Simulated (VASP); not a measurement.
# O on Ag(100): which site?, part 2 of 7

Where does O sit on Ag(100), and how strongly does it bind?

VASP 6.6.1, plane waves and PAW; the level of theory is named at each step.

So far. Step 3 (The bulk reference, job self-consistent run, k-mesh …): The run ends at a pressure of 0.17 GPa.

## Step 4: Surface relaxation

Level of this step: RPBE; plane waves and PAW (Ag) (VASP).

System of this step: Ag(100). The cell holds 16 atoms: 16 Ag. Its edges and angles: a = 5.954 Å, b = 5.954 Å, c = 21.315 Å, α = 90.0°, β = 90.0°, γ = 90.0°. It derives from Ag. 4 layers of fcc Ag, cut at this functional's lattice. Vacuum lies along c.

The free atoms relax, while those held by selective dynamics keep their cut positions.

Input file INCAR:

```
SYSTEM = Ag
PREC = Normal
ENCUT = 440
EDIFF = 1E-05
NELM = 120
ISMEAR = 1
SIGMA = 0.15
LREAL = Auto
ALGO = Fast
GGA = RP
NBANDS = 109
LASPH = .TRUE.
LORBIT = 11
LWAVE = .FALSE.
LCHARG = .FALSE.
KPAR = 2
NCORE = 2
IBRION = 2
NSW = 40
ISIF = 2
EDIFFG = -0.03
POTIM = 0.4
MAXMIX = 40
IDIPOL = 3
LDIPOL = .TRUE.
DIPOL = 0.5 0.5 0.5
```

Input file POSCAR:

```
Ag
1.0
    5.9540166507      0.0000000000      0.0000000000
    0.0000000000      5.9540166507      0.0000000000
    0.0000000000      0.0000000000     21.3151883235
Ag
16
Selective dynamics
Direct
    0.2500000000      0.2500000000      0.3518617800  F F F
    0.7500000000      0.2500000000      0.3518617800  F F F
    0.2500000000      0.7500000000      0.3518617800  F F F
    0.7500000000      0.7500000000      0.3518617800  F F F
    0.0000000000      0.0000000000      0.4506205900  F F F
    0.5000000000      0.0000000000      0.4506205900  F F F
    0.0000000000      0.5000000000      0.4506205900  F F F
    0.5000000000      0.5000000000      0.4506205900  F F F
    0.2500000000      0.2500000000      0.5493794100  T T T
    0.7500000000      0.2500000000      0.5493794100  T T T
    0.2500000000      0.7500000000      0.5493794100  T T T
    0.7500000000      0.7500000000      0.5493794100  T T T
    0.0000000000      0.0000000000      0.6481382200  T T T
    0.5000000000      0.0000000000      0.6481382200  T T T
    0.0000000000      0.5000000000      0.6481382200  T T T
    0.5000000000      0.5000000000      0.6481382200  T T T
```

Input file KPOINTS:

```
Automatic mesh
0
Gamma
4 4 1
0 0 0
```

Potentials, in the order of the species: Ag (PBE family, release 64).

Launch:

```bash
> mpirun -np 4 vasp_std
```

Log:

```text
[banner, memory and clock lines left out]
running    4 mpi-ranks, on    1 nodes
 distrk:  each k-point on    2 cores,    2 groups
 distr:  one band on    2 cores,    1 groups

 POSCAR found type information on POSCAR Ag
 POSCAR found :  1 types and      16 ions
 [... a notice as in an earlier step ...]

 LDA part: xc-table for (Slater+PW92), standard interpolation
 POSCAR, INCAR and KPOINTS ok, starting setup
 FFT: planning ... GRIDC
 FFT: planning ... GRID_SOFT
 FFT: planning ... GRID
 WAVECAR not read
 entering main loop
       N       E                     dE             d eps       ncg     rms          rms(c)
DAV:   1     0.101463066972E+04    0.10146E+04   -0.73247E+04  1308   0.122E+03
DAV:   2     0.672863409486E+01   -0.10079E+04   -0.94437E+03  1431   0.279E+02
DAV:   3    -0.340925958454E+02   -0.40821E+02   -0.39892E+02  1440   0.527E+01
DAV:   4    -0.346837932608E+02   -0.59120E+00   -0.59005E+00  1464   0.645E+00
DAV:   5    -0.346956527642E+02   -0.11860E-01   -0.11857E-01  1543   0.911E-01    0.139E+01
RMM:   6    -0.324138879498E+02    0.22818E+01   -0.74903E+00  1311   0.945E+00    0.962E+00
RMM:   7    -0.323450116016E+02    0.68876E-01   -0.71451E-01  1311   0.227E+00    0.548E+00
RMM:   8    -0.323334405545E+02    0.11571E-01   -0.70516E-02  1310   0.842E-01    0.445E-01
RMM:   9    -0.323297756416E+02    0.36649E-02   -0.13507E-02  1313   0.388E-01    0.121E-01
RMM:  10    -0.323277895327E+02    0.19861E-02   -0.16365E-03  1315   0.116E-01    0.829E-02
RMM:  11    -0.323254400916E+02    0.23494E-02   -0.17288E-03  1322   0.973E-02    0.470E-02
RMM:  12    -0.323252725698E+02    0.16752E-03   -0.19564E-04  1302   0.377E-02    0.368E-02
RMM:  13    -0.323253673681E+02   -0.94798E-04   -0.83119E-05  1224   0.236E-02    0.163E-02
RMM:  14    -0.323259276394E+02   -0.56027E-03   -0.20327E-04  1222   0.271E-02    0.166E-02
RMM:  15    -0.323259800069E+02   -0.52367E-04   -0.10548E-05   778   0.916E-03    0.626E-03
RMM:  16    -0.323260976504E+02   -0.11764E-03   -0.28815E-05   819   0.950E-03    0.422E-03
RMM:  17    -0.323261112057E+02   -0.13555E-04   -0.33205E-06   762   0.425E-03    0.246E-03
RMM:  18    -0.323261647218E+02   -0.53516E-04   -0.63385E-06   746   0.404E-03    0.385E-03
RMM:  19    -0.323262086705E+02   -0.43949E-04   -0.93947E-07   307   0.200E-03    0.122E-03
RMM:  20    -0.323262411212E+02   -0.32451E-04   -0.16027E-06   567   0.282E-03    0.920E-04
RMM:  21    -0.323262480348E+02   -0.69136E-05   -0.23096E-07   211   0.158E-03
   1 F= -.32326248E+02 E0= -.32331144E+02  d E =-.323262E+02
 curvature:   0.00 expect dE= 0.000E+00 dE for cont linesearch  0.000E+00
 trial: gam= 0.00000 g(F)=  0.693E-02 g(S)=  0.000E+00 ort = 0.000E+00 (trialstep = 0.100E+01)
 search vector abs. value=  0.693E-02
 bond charge predicted
       N       E                     dE             d eps       ncg     rms          rms(c)
DAV:   1    -0.323313610258E+02   -0.51199E-02   -0.18780E+00  1374   0.368E+00    0.798E-02
RMM:   2    -0.323321964546E+02   -0.83543E-03   -0.10213E-02  1310   0.443E-01    0.893E-02
RMM:   3    -0.323324323566E+02   -0.23590E-03   -0.16035E-03  1313   0.172E-01    0.304E-02
RMM:   4    -0.323324672918E+02   -0.34935E-04   -0.34083E-04  1309   0.755E-02    0.208E-02
RMM:   5    -0.323324740870E+02   -0.67952E-05   -0.79331E-05  1254   0.367E-02
   2 F= -.32332474E+02 E0= -.32337668E+02  d E =-.622605E-02
[...]
3 F= -.32338136E+02 E0= -.32343631E+02  d E =-.118877E-01
[...]
4 F= -.32344892E+02 E0= -.32350913E+02  d E =-.186436E-01
[...]
5 F= -.32346049E+02 E0= -.32352246E+02  d E =-.198015E-01
[...]
6 F= -.32347938E+02 E0= -.32354244E+02  d E =-.188884E-02
[...]
7 F= -.32352465E+02 E0= -.32359118E+02  d E =-.641590E-02
 curvature:  -5.89 expect dE=-0.145E-02 dE for cont linesearch -0.110E-02
 ZBRENT: increasing intervall
 opt :  18.2735  next Energy=   -32.352817 (dE=-0.677E-02)
 bond charge predicted
       N       E                     dE             d eps       ncg     rms          rms(c)
DAV:   1    -0.323374360751E+02    0.15030E-01   -0.34106E+01  1308   0.156E+01    0.273E-01
RMM:   2    -0.323538553209E+02   -0.16419E-01   -0.16327E-01  1310   0.185E+00    0.888E-02
RMM:   3    -0.323562070339E+02   -0.23517E-02   -0.24447E-02  1316   0.704E-01    0.128E-02
RMM:   4    -0.323566857750E+02   -0.47874E-03   -0.45264E-03  1333   0.273E-01    0.244E-02
RMM:   5    -0.323568147885E+02   -0.12901E-03   -0.11823E-03  1329   0.134E-01    0.283E-02
RMM:   6    -0.323568339688E+02   -0.19180E-04   -0.24859E-04  1242   0.599E-02    0.238E-02
RMM:   7    -0.323568351561E+02   -0.11873E-05   -0.70895E-05  1153   0.322E-02
   8 F= -.32356835E+02 E0= -.32364018E+02  d E =-.107857E-01
 curvature:  -1.89 expect dE=-0.126E-03 dE for cont linesearch -0.943E-05
 trial: gam=-0.08712 g(F)=  0.669E-04 g(S)=  0.000E+00 ort = 0.727E-04 (trialstep = 0.512E+01)
 search vector abs. value=  0.622E-04
 reached required accuracy - stopping structural energy minimisation
```

Run time: 4.6 min. Hardware: 4 MPI ranks of AMD EPYC 7R43, shared host; peak memory 1.2 GiB.

Parts of OUTCAR (step 4):

```text
  LATTYP: Found a simple tetragonal cell.
 ALAT       =     5.9540166507
 C/A-ratio  =     3.5799678728

 Subroutine GETGRP returns: Found 16 space group operations
 (whereof  8 operations were pure point group operations)

The static configuration has the point symmetry C_4v.
 The point group associated with its full space group is D_4h.

 Found      6 irreducible k-points:

   k-points           NKPTS =      6   k-points in BZ     NKDIM =      6   number of bands    NBANDS=    109

   dimension x,y,z NGX =    32 NGY =   32 NGZ =  112
   dimension x,y,z NGXF=    64 NGYF=   64 NGZF=  224

   ENCUT  =  440.0 eV  32.34 Ry    5.69 a.u.  10.18 10.18 36.46*2*pi/ulx,y,z

   NELECT =     176.0000    total number of electrons

 dipolmoment           0.000000      0.000000     -0.004351 electrons x Angstroem

 E-fermi :   0.6444

 k-point     1 :       0.0000    0.0000    0.0000
  band No.  band energies     occupation
    ...
     84       0.1668      2.00006
     85       0.1668      2.00006
     86       0.1880      2.00015
     87       0.1880      2.00015
     88       0.5294      1.96233
     89       0.8157     -0.06854
     90       0.8157     -0.06854
     91       0.8495     -0.06583
     92       0.8495     -0.06583
     93       2.0748     -0.00000
    ...

 k-point     2 :       0.2500    0.0000    0.0000
  band No.  band energies     occupation
    ...
     83      -1.8398      2.00000
     84      -1.3661      2.00000
     85      -1.2363      2.00000
     86       0.4961      2.04782
     87       0.5076      2.02694
     88       0.7527      0.06536
     89       0.9216     -0.02533
     90       1.3220     -0.00000
     91       1.3402     -0.00000
     92       2.2978     -0.00000
    ...

  Total       -0.3408553     -0.3408553     -1.8448939      0.0000000     -0.0000000      0.0000000
  in kB       -0.7227221     -0.7227221     -3.9117647      0.0000000     -0.0000000      0.0000000
  external PRESSURE =      -1.7857363 kB  Pullay stress =       0.0000000 kB

  energy-cutoff  :      440.00
  volume of cell :      755.63
      direct lattice vectors                 reciprocal lattice vectors
     5.954016651  0.000000000  0.000000000     0.167953847  0.000000000  0.000000000
     0.000000000  5.954016651  0.000000000     0.000000000  0.167953847  0.000000000
     0.000000000  0.000000000 21.315188323     0.000000000  0.000000000  0.046914903

 POSITION                                       TOTAL-FORCE (eV/Angst)
 -----------------------------------------------------------------------------------
      1.48850      1.48850      7.50000         0.000000      0.000000      0.163406
      4.46551      1.48850      7.50000         0.000000     -0.000000      0.163406
      1.48850      4.46551      7.50000         0.000000      0.000000      0.163406
      4.46551      4.46551      7.50000         0.000000      0.000000      0.163406
      0.00000      0.00000      9.60506         0.000000     -0.000000     -0.150348
      2.97701      0.00000      9.60506        -0.000000      0.000000     -0.150348
      0.00000      2.97701      9.60506         0.000000      0.000000     -0.150348
      2.97701      2.97701      9.60506         0.000000      0.000000     -0.150348
      1.48850      1.48850     11.70132        -0.000000      0.000000     -0.019716
      4.46551      1.48850     11.70132        -0.000000      0.000000     -0.019716
      1.48850      4.46551     11.70132        -0.000000      0.000000     -0.019716
      4.46551      4.46551     11.70132        -0.000000     -0.000000     -0.019716
      5.95402      0.00000     13.73284        -0.000000      0.000000      0.006658
      2.97701      0.00000     13.73284        -0.000000      0.000000      0.006658
      0.00000      2.97701     13.73284        -0.000000     -0.000000      0.006658
      2.97701      2.97701     13.73284        -0.000000      0.000000      0.006658
 -----------------------------------------------------------------------------------
    total drift:                                0.000000      0.000000      0.023697

  FREE ENERGIE OF THE ION-ELECTRON SYSTEM (eV)
  ---------------------------------------------------
  free  energy   TOTEN  =       -32.3568351561 eV

  energy  without entropy=      -32.3783835627  energy(sigma->0) =      -32.36401796

 vacuum level on the upper side and lower side of the slab         4.400         4.297

 total charge
# of ion       s       p       d       tot
------------------------------------------
    1        0.406   0.156   9.210   9.773
    2        0.406   0.156   9.210   9.773
    3        0.406   0.156   9.210   9.773
    4        0.406   0.156   9.210   9.773
    5        0.389   0.247   9.169   9.805
    6        0.389   0.247   9.169   9.805
    7        0.389   0.247   9.169   9.805
    8        0.389   0.247   9.169   9.805
    9        0.394   0.257   9.167   9.818
   10        0.394   0.257   9.167   9.818
   11        0.394   0.257   9.167   9.818
   12        0.394   0.257   9.167   9.818
   13        0.412   0.165   9.210   9.787
   14        0.412   0.165   9.210   9.787
   15        0.412   0.165   9.210   9.787
   16        0.412   0.165   9.210   9.787
--------------------------------------------------
tot          6.404   3.297 147.025 156.726

[... 1 part as in an earlier step ...]

[... 7 further parts left out ...]
```

CONTCAR:

```
Ag
   1.00000000000000
     5.9540166506999999    0.0000000000000000    0.0000000000000000
     0.0000000000000000    5.9540166506999999    0.0000000000000000
     0.0000000000000000    0.0000000000000000   21.3151883234999993
  Ag
    16
Selective dynamics
Direct
     0.2500000000000000    0.2500000000000000    0.3518617800000001   F   F   F
     0.7500000000000000    0.2500000000000000    0.3518617800000001   F   F   F
     0.2500000000000000    0.7500000000000000    0.3518617800000001   F   F   F
     0.7500000000000000    0.7500000000000000    0.3518617800000001   F   F   F
     0.0000000000000000    0.0000000000000000    0.4506205899999998   F   F   F
     0.5000000000000000    0.0000000000000000    0.4506205899999998   F   F   F
     0.0000000000000000    0.5000000000000000    0.4506205899999998   F   F   F
     0.5000000000000000    0.5000000000000000    0.4506205899999998   F   F   F
     0.2500000000000000    0.2500000000000000    0.5489664920710541   T   T   T
     0.7500000000000000    0.2500000000000000    0.5489664920710541   T   T   T
     0.2500000000000000    0.7500000000000000    0.5489664920710541   T   T   T
     0.7500000000000000    0.7500000000000000    0.5489664920710541   T   T   T
     1.0000000000000000    0.0000000000000000    0.6442746830745897   T   T   T
     0.5000000000000000    0.0000000000000000    0.6442746830745897   T   T   T
     0.0000000000000000    0.5000000000000000    0.6442746830745897   T   T   T
     0.5000000000000000    0.5000000000000000    0.6442746830745897   T   T   T
```

The run keeps the 8 symmetry operations of its start, so it cannot find a distortion of lower symmetry.

Relaxation path:

```
step  energy less that of the first step (eV)  largest force (eV/Å)
   1                                   0.0000                0.1728
   2                                  -0.0062                0.1346
   3                                  -0.0119                0.1228
   4                                  -0.0186                0.0685
   5                                  -0.0198                0.0637
   6                                  -0.0217                0.0503
   7                                  -0.0262                0.0360
   8                                  -0.0306                0.0197
```

The atoms that moved most (Å):

```csv
atom,dx,dy,dz,length
Ag13,0.000,0.000,-0.082,0.082
Ag14,0.000,0.000,-0.082,0.082
Ag15,0.000,0.000,-0.082,0.082
Ag16,0.000,0.000,-0.082,0.082
Ag9,0.000,0.000,-0.009,0.009
Ag10,0.000,0.000,-0.009,0.009
Ag11,0.000,0.000,-0.009,0.009
Ag12,0.000,0.000,-0.009,0.009
```

Final coordinates:

```cif
data_structure
_symmetry_space_group_name_H-M 'P 1'
_symmetry_Int_Tables_number 1
_cell_length_a 5.9540
_cell_length_b 5.9540
_cell_length_c 21.3152
_cell_angle_alpha 90.000
_cell_angle_beta 90.000
_cell_angle_gamma 90.000
_cell_volume 755.63
loop_
_atom_site_label
_atom_site_type_symbol
_atom_site_fract_x
_atom_site_fract_y
_atom_site_fract_z
_atom_site_occupancy
Ag1 Ag 0.25000 0.25000 0.35186 1
Ag2 Ag 0.75000 0.25000 0.35186 1
Ag3 Ag 0.25000 0.75000 0.35186 1
Ag4 Ag 0.75000 0.75000 0.35186 1
Ag5 Ag 0.00000 0.00000 0.45062 1
Ag6 Ag 0.50000 0.00000 0.45062 1
Ag7 Ag 0.00000 0.50000 0.45062 1
Ag8 Ag 0.50000 0.50000 0.45062 1
Ag9 Ag 0.25000 0.25000 0.54897 1
Ag10 Ag 0.75000 0.25000 0.54897 1
Ag11 Ag 0.25000 0.75000 0.54897 1
Ag12 Ag 0.75000 0.75000 0.54897 1
Ag13 Ag 0.00000 0.00000 0.64427 1
Ag14 Ag 0.50000 0.00000 0.64427 1
Ag15 Ag 0.00000 0.50000 0.64427 1
Ag16 Ag 0.50000 0.50000 0.64427 1
```

This step gave:

| Property | Result |
| --- | --- |
| electronic cycles | 65 |
| electrons | 176 |
| free energy (TOTEN) | -32.36 eV |
| energy at zero smearing | -32.36 eV |
| Fermi energy | 0.6444 eV |
| dipole moment | 0, 0, -0.004351 e·Å |

The run ended after 8 ionic steps, 0.031 eV below its first step, once the forces on the free atoms met EDIFFG = -0.03.

(Continued in part 3 of 7.)

[Lines on the potential files, build, host, timing and source positions are cut from VASP's logs without a mark.]

[Logs are printed without paths, hosts, clocks, repeated set-up lines and the standing remarks that a program may print on its own settings, such as how far it seeks lower states.]

[Hosts, paths, dates, database ids (printed as entryN), source tags and the programs' standing remarks are cut or masked in the printed files.]

[Runs that stopped without an error message from VASP are left out.]
